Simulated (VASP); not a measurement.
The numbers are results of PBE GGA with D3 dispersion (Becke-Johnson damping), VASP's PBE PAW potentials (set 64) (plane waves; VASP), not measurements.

VASP input:

### INCAR
```
GGA  =  PE
SIGMA  =  0.1
EDIFFG  =  -0.03   # ionic stop
LCHARG  =  .FALSE.
IBRION  =  2   # conjugate gradients
LWAVE  =  .FALSE.
NSW  =  20   # most ionic steps
EDIFF  =  1E-5   # SCF stop (eV)
NELMIN  =  4
PREC  =  Normal
NELM  =  100
SYSTEM  =  C
ENCUT  =  500   # plane-wave cut-off (eV)
IVDW  =  12
ISIF  =  2
LASPH  =  .TRUE.
ISMEAR  =  1   # Methfessel-Paxton
ALGO  =  Fast   # Davidson, then RMM-DIIS
LREAL  =  .FALSE.
```

**POSCAR**
```
C
1.0
  1.2328136333  -2.1352953525   0.0000000000
  1.2328136333   2.1352953525   0.0000000000
  0.0000000000   0.0000000000   6.7092311978
C
4
Cart
  0.0000000000   0.0000000000   1.6773077995
  0.0000000000   0.0000000000   5.0319233984
  1.2328136333   0.7117665410   1.6773077995
  1.2328136333  -0.7117665410   5.0319233984
```

### KPOINTS
```
Automatic mesh
0
Gamma
19 19 6
0 0 0
```

POTCAR, in this order: C (PBE.64 set). Program: vasp_std.

The resulting files:

File OSZICAR:
```
       N       E                     dE             d eps       ncg     rms          rms(c)
DAV:   1     0.488923763783E+02    0.48892E+02   -0.82121E+03  3848   0.120E+03
DAV:   2    -0.354145955838E+02   -0.84307E+02   -0.77420E+02  5392   0.228E+02
DAV:   3    -0.391551023024E+02   -0.37405E+01   -0.37085E+01  4932   0.485E+01
DAV:   4    -0.392025299212E+02   -0.47428E-01   -0.47380E-01  4756   0.623E+00
DAV:   5    -0.392036172766E+02   -0.10874E-02   -0.10867E-02  4760   0.890E-01    0.894E+00
RMM:   6    -0.373951517570E+02    0.18085E+01   -0.16309E+00  3840   0.908E+00    0.521E+00
RMM:   7    -0.368331927142E+02    0.56196E+00   -0.28621E+00  3871   0.125E+01    0.134E+00
RMM:   8    -0.368629887532E+02   -0.29796E-01   -0.26102E-01  3840   0.387E+00    0.762E-01
RMM:   9    -0.368442903975E+02    0.18698E-01   -0.57866E-02  3840   0.201E+00    0.975E-02
RMM:  10    -0.368453932858E+02   -0.11029E-02   -0.10681E-02  3868   0.967E-01    0.919E-02
RMM:  11    -0.368459661297E+02   -0.57284E-03   -0.64532E-03  3845   0.666E-01    0.209E-01
RMM:  12    -0.368461372832E+02   -0.17115E-03   -0.13259E-03  3883   0.339E-01    0.217E-01
RMM:  13    -0.368460800700E+02    0.57213E-04   -0.19121E-04  3767   0.128E-01    0.202E-01
RMM:  14    -0.368460259643E+02    0.54106E-04   -0.42041E-05  3120   0.574E-02    0.191E-01
RMM:  15    -0.368459644524E+02    0.61512E-04   -0.13978E-05  2633   0.318E-02    0.175E-01
RMM:  16    -0.368458194139E+02    0.14504E-03   -0.63537E-05  3803   0.596E-02    0.133E-01
RMM:  17    -0.368457505694E+02    0.68845E-04   -0.44198E-05  3290   0.539E-02    0.104E-01
RMM:  18    -0.368456949537E+02    0.55616E-04   -0.38352E-05  3227   0.508E-02    0.721E-02
RMM:  19    -0.368456590683E+02    0.35885E-04   -0.57768E-05  3718   0.607E-02    0.324E-02
RMM:  20    -0.368456531439E+02    0.59243E-05   -0.23668E-05  2775   0.420E-02
   1 F= -.37471048E+02 E0= -.37471069E+02  d E =-.374710E+02
```

**OUTCAR**
```
------------------------ aborting loop because EDIFF is reached ----------------------------------------
 Edisp (eV)   -0.62540
  FORCE on cell =-STRESS in cart. coord.  units (eV):
  Direction    XX          YY          ZZ          XY          YZ          ZX
  --------------------------------------------------------------------------------------
  Total       0.07707     0.07707     0.00900    -0.00000     0.00000     0.00000
  in kB       3.49558     3.49558     0.40811    -0.00000     0.00000     0.00000
  external pressure =        2.47 kB  Pullay stress =        0.00 kB
  volume of cell :       35.32
      direct lattice vectors                 reciprocal lattice vectors
     1.232813633 -2.135295353  0.000000000     0.405576307 -0.234159644  0.000000000
     1.232813633  2.135295353  0.000000000     0.405576307  0.234159644  0.000000000
     0.000000000  0.000000000  6.709231198     0.000000000  0.000000000  0.149048374
 POSITION                                       TOTAL-FORCE (eV/Angst)
 -----------------------------------------------------------------------------------
      0.00000      0.00000      1.67731         0.000000      0.000000      0.000000
      0.00000      0.00000      5.03192         0.000000     -0.000000     -0.000000
      1.23281      0.71177      1.67731         0.000000     -0.000000      0.000000
      1.23281     -0.71177      5.03192        -0.000000      0.000000     -0.000000
 -----------------------------------------------------------------------------------
    total drift:                               -0.000000     -0.000000      0.000000
  FREE ENERGIE OF THE ION-ELECTRON SYSTEM (eV)
  ---------------------------------------------------
  free  energy   TOTEN  =       -37.4710484582 eV

  energy  without entropy=      -37.4711096794  energy(sigma->0) =      -37.47106887

 reached required accuracy - stopping structural energy minimisation
```
(Selected blocks of OUTCAR.)

The compound is C in the graphite structure. It was relaxed first.
